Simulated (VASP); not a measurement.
An input for Quantum ESPRESSO's pw.x (written as the equivalent of a VASP run, and not itself run):

```
&CONTROL
  calculation = 'scf'
  pseudo_dir = './pseudo'
  outdir = './out'
  tprnfor = .true.
  tstress = .true.
/
&SYSTEM
  ibrav = 0
  nat = 2
  ntyp = 2
  ecutwfc = 74
  occupations = 'smearing'
  smearing = 'gaussian'
  degauss = 0.003675
  input_dft = 'vdw-df-ob86'
/
&ELECTRONS
  conv_thr = 7.3e-09
  electron_maxstep = 100
/
ATOMIC_SPECIES
  K 39.098 K.upf
  Br 79.904 Br.upf
CELL_PARAMETERS angstrom
     0.0000000    3.2867155    3.2867155
     3.2867155    0.0000000    3.2867155
     3.2867155    3.2867155    0.0000000
ATOMIC_POSITIONS crystal
  K    0.0000000  0.0000000  0.0000000
  Br   0.5000000  0.5000000  0.5000000
K_POINTS automatic
  7 7 7 0 0 0
```

Problem. Translate this input to VASP (INCAR, KPOINTS, POSCAR, choice of POTCAR).

Solution. This is not unique; one that fits is 
**INCAR**
```
SYSTEM  =  KBr
PREC  =  Accurate; ENCUT  =  520; LREAL  =  F
LASPH  =  T
EDIFF  =  1E-7; NELM  =  100; ALGO  =  Normal
LMAXMIX  =  4
ISMEAR  =  0; SIGMA  =  0.05
GGA  =  MK; LUSE_VDW  =  T; AGGAC  =  0.0
PARAM1  =  0.1234; PARAM2  =  1.0
ISIF  =  2
LWAVE  =  F; LCHARG  =  F
```

POSCAR:
```
KBr
6.5734310
  0.0000000000   0.4999999972   0.4999999972
  0.4999999972   0.0000000000   0.4999999972
  0.4999999972   0.4999999972   0.0000000000
K Br
1 1
direct
  0.0000000000   0.0000000000   0.0000000000
  0.5000000000   0.5000000000   0.5000000000
```

KPOINTS:
```
K-points
0
Gamma
7 7 7
0 0 0
```

POTCAR, in this order: K_sv Br (PBE.64 set). Program: vasp_std.

The two are equivalent in intent, not identical: the potentials are each code's own (VASP's PAW set, PseudoDojo norm-conserving files in pw.x), so ENCUT and ecutwfc are chosen apart and not converted; conv_thr bounds pw.x's estimated SCF error, while EDIFF bounds the energy change between steps.

The compound is KBr in the rock salt structure. It was relaxed first.
